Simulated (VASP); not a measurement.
```yaml
crystal:
  lattice:
    - [0.00000, 2.15708, 2.15708]
    - [2.15708, 0.00000, 2.15708]
    - [2.15708, 2.15708, 0.00000]
  atoms:
    - { symbol: Co, position: [0.00000, 0.00000, 0.00000], spin: 3.0 }
    - { symbol: O, position: [0.50000, 0.50000, 0.50000] }
```

The numbers are results of PBE GGA, VASP's PBE PAW potentials (set 64) (plane waves; VASP), not measurements. Settings: 400 eV cut-off, 13×13×13 Γ-centred mesh, Fermi-Dirac smearing of 0.10 eV, potentials Co O.

The moments were started parallel, and other spin orders were not tried in this run.

Give the spin-up energies of bands 2 to 10 at the high-symmetry points, in eV from the Fermi level.

| band | Γ | X | U | L | W |
|---|---|---|---|---|---|
| 2 | -3.22 | -6.48 | -6.19 | -7.78 | -5.85 |
| 3 | -3.22 | -4.11 | -6.03 | -5.75 | -5.85 |
| 4 | -2.99 | -4.11 | -5.18 | -5.75 | -5.79 |
| 5 | -2.99 | -3.77 | -2.88 | -2.33 | -2.57 |
| 6 | -2.99 | -2.90 | -2.17 | -2.33 | -2.24 |
| 7 | -2.95 | -2.46 | -2.06 | -1.79 | -2.24 |
| 8 | -2.95 | -2.06 | -1.93 | 0.04 | -2.06 |
| 9 | -2.95 | -2.06 | -1.31 | 0.04 | -1.38 |
| 10 | 0.82 | 5.63 | 7.16 | 5.00 | 7.79 |

Give the spin-down energies of bands 2 to 10 at the high-symmetry points, in eV from the Fermi level.

```
band      Γ      X      U      L      W
----  -----  -----  -----  -----  -----
2     -2.41  -6.08  -5.71  -7.23  -5.31
3     -2.41  -3.61  -5.34  -4.37  -5.31
4     -2.41  -3.61  -4.05  -4.37  -4.75
5     -1.01  -2.05  -0.92  -0.11  -0.34
6     -1.01   0.12  -0.02  -0.11  -0.34
7     -1.01   0.12   0.15   0.18   0.12
8      0.13   0.57   1.10   2.61   0.87
9      0.13   0.95   1.58   2.61   1.59
10     1.35   6.48   7.98   5.29   8.69
```

It has no gap at this level: it comes out as a metal or semimetal.

The structure comes from a measured CoO entry of the Crystallography Open Database, whose conditions weren't checked. The cell was not relaxed at this level.
